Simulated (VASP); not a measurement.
```
Mo3Ta
1.0
   -3.16482     3.14409     3.16482
    3.14409    -3.16482     3.16482
    1.59278     1.59278    -1.59278
Ta Mo
1 3
Direct
  0.00000   0.00000   0.00000
  0.00000   0.50000   0.00000
  0.50000   0.00000   0.00000
  0.50000   0.50000   0.00000
```

Level of theory: PBEsol GGA, VASP's PBE PAW potentials (set 64) (plane waves; VASP 6.6.1). Settings: 400 eV cut-off, 8×8×15 Γ-centred mesh, tetrahedra with Blöchl corrections, potentials Ta_pv Mo_sv.

Unless said otherwise, spin-orbit coupling is left out, though it shifts the bands of the heavy elements here.

What does the run give for the energy per atom (σ→0), band gap (on the k-mesh) with the smallest direct gap where there is one?

```
Item                                                        Result
------------------------  ----------------------------------------
band gap (on the k-mesh)  none (metal, semimetal or under 0.01 eV)
energy per atom (σ→0)                              -12.065 eV/atom
```

Only differences to runs with the same potentials and settings are physical.

The structure was generated: Mo3Ta was put into an ordered model structure (R-3m), which need not be its known phase. It was relaxed first. The electron count is odd and the run is not spin-polarised, which forces a metal.
